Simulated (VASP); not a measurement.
A run of VASP 6.6.1 is set up as follows.

File INCAR:

```
SYSTEM = WS2
  PREC = Accurate
  ENCUT = 520
  EDIFF = 1E-7
  ISMEAR = 0
  SIGMA = 0.03
  LREAL = .False.
  LASPH = .True.
  NELM = 80
  ALGO = Normal
  ISIF = 2
  LWAVE = .False.
  LCHARG = .False.
  LMAXMIX = 4
  GGA = PE
  KPAR = 2
```

The input KPOINTS:

```
Automatic mesh
0
Gamma
  12 12 3
  0 0 0
```

POSCAR

```
WS2                                     
1.0
    3.1541041060     -0.0000000000     -0.0000000000
   -1.5770520530      2.7315342820      0.0000000000
   -0.0000000000     -0.0000000000     12.1422919333
  W               S             
     2     4
Direct
     0.3333333332999970    0.6666666667000030    0.2500000000000000
     0.6666666667000030    0.3333333332999970    0.7500000000000000
     0.3333333332999970    0.6666666667000030    0.6203012366569965
     0.6666666667000030    0.3333333332999970    0.1203012366569965
     0.3333333332999970    0.6666666667000030    0.8796987633430035
     0.6666666667000030    0.3333333332999970    0.3796987633430035
```

KPOINTS_OPT

```
explicit points
168
Reciprocal
 0.0000000000  0.0000000000  0.0000000000 1
 0.0555555556  0.0000000000  0.0000000000 1
 0.1111111111  0.0000000000  0.0000000000 1
 0.1666666667  0.0000000000  0.0000000000 1
 0.2222222222  0.0000000000  0.0000000000 1
 0.2777777778  0.0000000000  0.0000000000 1
[... 160 lines left out ...]
 0.5000000000  0.0000000000  0.0696302900 1
 0.5000000000  0.0000000000 -0.0696302900 1
```

Potentials or basis: VASP PAW PBE potentials, release 64 (W_sv, S).

The run is started by

```sh
$ cat potpaw_PBE.64/W_sv/POTCAR potpaw_PBE.64/S/POTCAR > POTCAR
$ mpirun -np 2 vasp_std > vasp.out
```

Predict the band gap along the path.

0.91 eV, indirect (least direct gap 1.83 eV).

What does it give for the pressure?

4.1 GPa.

Stress tensor (GPa, compression positive):
```
4.10 0.00 0.00
0.00 4.10 0.00
0.00 0.00 4.21
```

Caveat: spin-orbit coupling is left out, which moves the levels of the heavy elements; this functional lacks dispersion, which binds the layers, so the pressure and a relaxed spacing across them are unreliable. As with any semilocal functional, this PBE gap is likely too small.
